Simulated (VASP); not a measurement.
Data:

```
Ru
1.0
    1.33956    -2.32019     0.00000
    1.33956     2.32019     0.00000
    0.00000     0.00000     4.22075
Ru
2
Cartesian
  1.33956   0.77340   1.05519
  1.33956  -0.77340   3.16556
```

Level of theory: LDA (Ceperley-Alder, Perdew-Zunger), VASP's LDA PAW potentials (set 64) (plane waves; VASP 6.6.1). Run with 500 eV cut-off, 16×16×9 Γ-centred mesh, first-order Methfessel-Paxton smearing of 0.10 eV, potentials Ru_pv.

### Question
The ions, cell shape and volume at an external pressure of 5.0 GPa are relaxed. Predict the relaxed structure.

### Answer

```
Ru
1.0
    1.33391    -2.31040     0.00000
    1.33391     2.31040     0.00000
    0.00000     0.00000     4.20264
Ru
2
Direct
  0.33333   0.66667   0.25000
  0.66667   0.33333   0.75000
```
Space group P6_3/mmc (194), at a tolerance of 0.03 Å.

### Question
How do energy and volume change from the first to the last step?

### Answer
The energy (σ→0) changes by +2.6 meV/atom and the volume by -1.3 %, in 3 ionic steps.

The compound is Ru in the hcp structure. This run relaxes it under an external pressure of 5 GPa. Symmetry was kept, so distortions that lower it aren't found.
